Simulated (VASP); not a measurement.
# How biaxial strain in the (111) plane changes Al2Au (Fm-3m)

How do stress and energy of Al2Au follow biaxial strain in the (111) plane?

Main program and level: VASP 6.6.1; PBEsol; plane waves and PAW (Au, Al); cell typed or built by script, in the first sound run; inputs show where later runs differ.

### Step 1. Starting point

It takes space group Fm-3m (No. 225, cubic). The conventional cell has a = 6.000 Å, b = 6.000 Å, c = 6.000 Å, α = 90.00°, β = 90.00°, γ = 90.00°. Nearest to Au lie 8 Al at 2.60 Å. Al has 4 Au at 2.60 Å nearest. Farther neighbours are not listed.

### Step 2. Relax the crystal, PBEsol

The series starts from the cell that this level prefers, so that zero strain is near zero stress.

Level: PBEsol; plane waves and PAW (Au, Al); cell typed or built by script.

INCAR reads:

```
SYSTEM = Al2Au
PREC = Accurate
ENCUT = 450
EDIFF = 1E-07
NELM = 120
ISMEAR = 1
SIGMA = 0.15
LREAL = .FALSE.
ALGO = Normal
GGA = PS
NBANDS = 14
LASPH = .TRUE.
LORBIT = 11
LWAVE = .FALSE.
LCHARG = .FALSE.
KPAR = 8
IBRION = 2
NSW = 40
ISIF = 3
EDIFFG = -0.005
POTIM = 0.4
```

POSCAR reads:

```
Al2Au
1.0
    0.0000000000      3.0000000000      3.0000000000
    3.0000000000      0.0000000000      3.0000000000
    3.0000000000      3.0000000000      0.0000000000
Au Al
1 2
Direct
    0.0000000000      0.0000000000      0.0000000000
    0.2500000000      0.2500000000      0.2500000000
    0.7500000000      0.7500000000      0.7500000000
```

KPOINTS reads:

```
Automatic mesh
0
Gamma
14 14 14
0 0 0
```

The projector-augmented-wave data sets are Au and Al (PBE family, release 64).

Run with:

```console
> mpirun -np 8 vasp_std
```

The program printed:

```text
[banner, memory and clock lines left out]
running    8 mpi-ranks, on    1 nodes
[...]
|                                                                             |
|           W    W    AA    RRRRR   N    N  II  N    N   GGGG   !!!           |
|           W    W   A  A   R    R  NN   N  II  NN   N  G    G  !!!           |
|           W    W  A    A  R    R  N N  N  II  N N  N  G       !!!           |
|           W WW W  AAAAAA  RRRRR   N  N N  II  N  N N  G  GGG   !            |
|           WW  WW  A    A  R   R   N   NN  II  N   NN  G    G                |
|           W    W  A    A  R    R  N    N  II  N    N   GGGG   !!!           |
|                                                                             |
|     For optimal performance we recommend to set                             |
|       NCORE = 2 up to number-of-cores-per-socket                            |
|     NCORE specifies how many cores store one orbital (NPAR=cpu/NCORE).      |
|     This setting can greatly improve the performance of VASP for DFT.       |
[...]
DAV:   1    -0.134755448290E+02   -0.11312E-03   -0.14737E-03  3392   0.393E-01    0.693E-02
DAV:   2    -0.134754352391E+02    0.10959E-03   -0.39438E-04  3404   0.226E-01    0.216E-02
DAV:   3    -0.134754326648E+02    0.25744E-05   -0.88980E-06  3140   0.276E-02    0.114E-02
DAV:   4    -0.134754310959E+02    0.15688E-05   -0.23908E-06  3338   0.819E-03    0.196E-03
DAV:   5    -0.134754310208E+02    0.75169E-07   -0.25076E-07  2812   0.550E-03
   2 F= -.13475431E+02 E0= -.13475263E+02  d E =0.655849E-06
 trial-energy change:    0.000001  1 .order   -0.000002   -0.000016    0.000013
 step:   0.4418(harm=  0.5527)  dis= 0.00000  next Energy=   -13.475435 (dE=-0.341E-05)
[...]
N       E                     dE             d eps       ncg     rms          rms(c)
DAV:   1    -0.134754691532E+02   -0.38057E-04   -0.45808E-04  3386   0.219E-01    0.385E-02
DAV:   2    -0.134754346491E+02    0.34504E-04   -0.12345E-04  3356   0.126E-01    0.122E-02
DAV:   3    -0.134754342769E+02    0.37223E-06   -0.27850E-06  3122   0.155E-02    0.645E-03
DAV:   4    -0.134754343329E+02   -0.56011E-07   -0.74803E-07  3260   0.459E-03
   3 F= -.13475434E+02 E0= -.13475265E+02  d E =-.265626E-05
[...]
reached required accuracy - stopping structural energy minimisation
```

Wall time 11 s (8 MPI ranks of Intel Xeon 6975P-C (Granite Rapids), shared host); peak memory 1.8 GiB.

Lines that name or quote the potential files are left out of all logs, and their timing lines are given in words.

From OUTCAR (step 2):

```text
  Total       -0.0019486     -0.0019486     -0.0019486      0.0000000      0.0000000      0.0000000
  in kB       -0.0577940     -0.0577940     -0.0577940      0.0000000      0.0000000      0.0000000
  external PRESSURE =      -0.0577940 kB  Pullay stress =       0.0000000 kB

 POSITION                                       TOTAL-FORCE (eV/Angst)
 -----------------------------------------------------------------------------------
      0.00000      0.00000      0.00000         0.000000      0.000000      0.000000
      1.50018      1.50018      1.50018         0.000000      0.000000      0.000000
      4.50053      4.50053      4.50053        -0.000000     -0.000000     -0.000000
 -----------------------------------------------------------------------------------
    total drift:                                0.000000     -0.000000     -0.000000

  FREE ENERGIE OF THE ION-ELECTRON SYSTEM (eV)
  ---------------------------------------------------
  free  energy   TOTEN  =       -13.4754343329 eV

  energy  without entropy=      -13.4749252124  energy(sigma->0) =      -13.47526463

 reached required accuracy - stopping structural energy minimisation

[... 3 further parts left out ...]
[key lines of the parts left out:]
E-fermi :   7.6847
```

Read from the output:

```
energy(sigma→0) of the program : -13.4753 eV
stress, compression positive   : -0.01 along [111], -0.01 across it (mean), GPa
volume                         : 54.019 Å³
ionic steps                    : 3
```

### Step 3. Strain along the normal, PBEsol

One member in full: the plane is strained by 0.5 %, and the strain along the normal is moved by secant steps until the normal stress is under 0.012 GPa or five steps are spent; the atoms relax at each step.

This step took 3 runs, each at a new trial strain with the atoms of the one before; the last is shown.

Level: PBEsol; plane waves and PAW (Au, Al); cell typed or built by script.

Changes to INCAR since step 2:

```diff
@@ -15,7 +15,7 @@
 LCHARG = .FALSE.
-KPAR = 8
-IBRION = 2
-NSW = 40
-ISIF = 3
-EDIFFG = -0.005
-POTIM = 0.4
+KPAR = 2
+IBRION = 1
+NSW = 25
+ISIF = 2
+EDIFFG = -0.004
+POTIM = 0.3
```

POSCAR reads:

```
Al2Au
1.0
   -0.0190019330      2.9963501290      2.9963501290
    2.9963501290     -0.0190019330      2.9963501290
    2.9963501290      2.9963501290     -0.0190019330
Au Al
1 2
Direct
    0.0000000000      0.0000000000      0.0000000000
    0.2509479539      0.2509479539      0.2509479539
    0.7490520461      0.7490520461      0.7490520461
```

KPOINTS is that of step 2.

Run with:

```console
> mpirun -np 2 vasp_std
```

The program printed:

```text
[banner, memory and clock lines left out]
running    2 mpi-ranks, on    1 nodes
[...]
[... a notice as in an earlier step ...]

 LDA part: xc-table for (Slater+PW92), standard interpolation
 POSCAR, INCAR and KPOINTS ok, starting setup
[...]
entering main loop
       N       E                     dE             d eps       ncg     rms          rms(c)
DAV:   1     0.498312784618E+02    0.49831E+02   -0.64110E+03  8320   0.889E+02
DAV:   2    -0.134787031058E+02   -0.63310E+02   -0.57824E+02  9554   0.173E+02
DAV:   3    -0.148415561896E+02   -0.13629E+01   -0.13552E+01 10540   0.250E+01
DAV:   4    -0.148516804573E+02   -0.10124E-01   -0.10122E-01  9138   0.252E+00
[...]
DAV:  10    -0.134738719076E+02   -0.59820E-04   -0.15508E-04  9594   0.972E-02    0.381E-02
DAV:  11    -0.134738650133E+02    0.68943E-05   -0.78037E-06 10182   0.230E-02    0.133E-02
DAV:  12    -0.134738649880E+02    0.25369E-07   -0.94107E-07  9212   0.721E-03
   1 F= -.13473865E+02 E0= -.13473691E+02  d E =-.134739E+02
 BRION: g(F)=  0.201E-05 g(S)=  0.000E+00
[...]
N       E                     dE             d eps       ncg     rms          rms(c)
DAV:   1    -0.134738667981E+02   -0.17847E-05   -0.67986E-06  8982   0.171E-02    0.106E-03
DAV:   2    -0.134738667965E+02    0.15802E-08   -0.14628E-07  9398   0.272E-03
   2 F= -.13473867E+02 E0= -.13473693E+02  d E =-.180851E-05
 BRION: g(F)=  0.132E-05 g(S)=  0.000E+00 retain N=  1 mean eig= 5.31
 eig:   5.307
[...]
N       E                     dE             d eps       ncg     rms          rms(c)
DAV:   1    -0.134738702911E+02   -0.34931E-05   -0.12393E-04  8820   0.721E-02    0.395E-03
DAV:   2    -0.134738702524E+02    0.38708E-07   -0.26499E-06 10236   0.111E-02    0.217E-03
DAV:   3    -0.134738701825E+02    0.69970E-07   -0.21916E-07  8326   0.324E-03
   3 F= -.13473870E+02 E0= -.13473698E+02  d E =-.338597E-05
 BRION: g(F)=  0.130E-08 g(S)=  0.000E+00 retain N=  1 mean eig= 5.15
 eig:   5.145
 reached required accuracy - stopping structural energy minimisation
```

It took 49 s on 2 MPI ranks; peak memory 0.61 GiB; 97 s of CPU time.

Parts of OUTCAR (step 3):

```text
  Total       -0.2110343     -0.2110343     -0.2110343      0.1063975      0.1063975      0.1063975
  in kB       -6.2250709     -6.2250709     -6.2250709      3.1385037      3.1385037      3.1385037
  external PRESSURE =      -6.2250709 kB  Pullay stress =       0.0000000 kB

 POSITION                                       TOTAL-FORCE (eV/Angst)
 -----------------------------------------------------------------------------------
     -0.00000      0.00000      0.00000         0.000000      0.000000     -0.000000
      1.49961      1.49961      1.49961        -0.000087     -0.000087     -0.000087
      4.47409      4.47409      4.47409         0.000087      0.000087      0.000087
 -----------------------------------------------------------------------------------
    total drift:                               -0.000000     -0.000000      0.000000

  FREE ENERGIE OF THE ION-ELECTRON SYSTEM (eV)
  ---------------------------------------------------
  free  energy   TOTEN  =       -13.4738701825 eV

  energy  without entropy=      -13.4733538997  energy(sigma->0) =      -13.47369809

[... 1 part as in an earlier step ...]

[... 3 further parts left out ...]
[key lines of the parts left out:]
E-fermi :   7.6238
```

Numbers from this step:

```
energy(sigma→0) of the program : -13.4737 eV
stress, compression positive   : 0.01 along [111], -0.94 across it (mean), GPa
ionic steps                    : 3
```

### Step 4. The table

The other members went through these steps as far as the tables show, with the same cutoff and, step by step, the same mesh; 27 runs are not shown. The session took 0.97 core hours (wall time by ranks) on a shared machine.

| in-plane strain (%) | strain along the normal (%) | in-plane stress, tension positive (GPa) | energy above the unstrained row, extrapolated to no smearing (meV/atom) |
| --- | --- | --- | --- |
| -2.000 | 1.941 | -3.764 | 8.223 |
| -1.500 | 1.475 | ? | ? |
| -1.000 | 0.985 | -1.819 | 2.118 |
| -0.500 | 0.467 | -0.939 | 0.571 |
| 0 | 0.007 | -0.016 | 0.000 |
| 0.500 | -0.450 | 0.936 | 0.523 |
| 1.000 | -0.901 | 1.853 | 2.054 |
| 1.500 | -1.313 | 2.788 | 4.631 |
| 2.000 | -1.694 | 3.730 | 8.287 |

### Step 5. A fit to the known rows

A least-squares parabola through the 8 rows shown, with e the strain in %: stress = − 0.004147 e² + 1.866 e + 0.002816 (GPa), r.m.s. residual 0.021 GPa.

At e = -1.5 this predicts -2.805 GPa.

### Step 6. Prediction against calculation

The calculation gives -2.741 GPa, so the prediction is 0.064 GPa too low, more than twice the residual of the fit.

Slopes at zero strain, from cubics through all rows: strain ratio -0.948, stress over strain 183 GPa.

### Step 7. Outcome

```json
{"error of the predicted stress": "-0.064 GPa", "ratio of normal to in-plane strain": "-0.948", "biaxial modulus": "183 GPa"}
```

**Reading.** As a check, the curvature of the energy gives 181 GPa for the same modulus (energy per volume = M × strain²), 1 % from the slope of the stress. These are static values: temperature and zero-point motion are left out. In a metal the slopes also depend on mesh and smearing, which were held through the series.

[Lines on the potential files, build, host, timing and source positions are cut from VASP's logs without a mark.]

[Logs are printed without paths, hosts, clocks, repeated set-up lines and the standing remarks that a program may print on its own settings, such as how far it seeks lower states.]

[Hosts, paths, dates, database ids (printed as entryN), source tags and the programs' standing remarks are cut or masked in the printed files.]

[In band tables of VASP the shares of atoms and orbitals are scaled to a sum of 1 inside the atoms' spheres.]
